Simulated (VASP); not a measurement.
A convergence study with VASP on MgF2 (rutile): one setting is varied, all else stays as given below, so the limit is that of these other settings.

```xyz
6
Lattice="4.6200 0.0000 0.0000 0.0000 4.6200 0.0000 0.0000 0.0000 3.0500" Properties=species:S:1:pos:R:3 pbc="T T T"
Mg     0.0000     0.0000     0.0000
Mg     2.3100     2.3100     1.5250
F      1.3999     1.3999     0.0000
F      3.7099     0.9101     1.5250
F      0.9101     3.7099     1.5250
F      3.2201     3.2201     0.0000
```

Calculation: PBE GGA, VASP's PBE PAW potentials (set 64) (plane waves; VASP). The tightest run used: 700 eV cut-off, 12×12×16 Γ-centred mesh, Gaussian smearing of 0.050 eV, potentials Mg F.

The reference is 12×12×16 mesh, which took about 4 core-minutes. The timings are rough (shared machines, no repeats); factors under 2 mean little.

Q: Of the settings 1×1×1 mesh; 2×2×2 mesh; 2×2×3 mesh; 3×3×4 mesh; 4×4×5 mesh; 4×4×6 mesh; 5×5×7 mesh; 6×6×8 mesh; 7×7×9 mesh; 8×8×10 mesh; 8×8×11 mesh; 9×9×12 mesh; 10×10×13 mesh; 10×10×14 mesh; 11×11×15 mesh; 12×12×16 mesh, which is the lowest that keeps the difference from the reference in the stress, largest component (GPa) within 0.1 from there on, and what does it cost?

A: 3×3×4 mesh; its cost over the reference is about 1/20.
```tsv
setting	difference in the stress, largest component (GPa)	cost over the reference
1×1×1 mesh	24.66	about 1/50
2×2×2 mesh	2.01	about 1/20
2×2×3 mesh	0.13	about 1/30
3×3×4 mesh	0.01	about 1/20
4×4×5 mesh	0.00	about 1/10
4×4×6 mesh	0.00	about 1/9
5×5×7 mesh	0.00	about 1/8
6×6×8 mesh	0.00	about 1/5
7×7×9 mesh	0.00	about 1/5
8×8×10 mesh	0.00	about 1/3
8×8×11 mesh	0.00	about 1/3
9×9×12 mesh	0.00	about 1/2
10×10×13 mesh	0.00	within a factor of 2
10×10×14 mesh	0.00	within a factor of 2
11×11×15 mesh	0.00	within a factor of 2
12×12×16 mesh	0.00	reference
```

Left out are rungs that failed or repeat a setting and relaxations that didn't move; long series are thinned to 24 rows.

The compound is MgF2 in the rutile structure. The cell was not relaxed at this level, forces remain on its atoms.
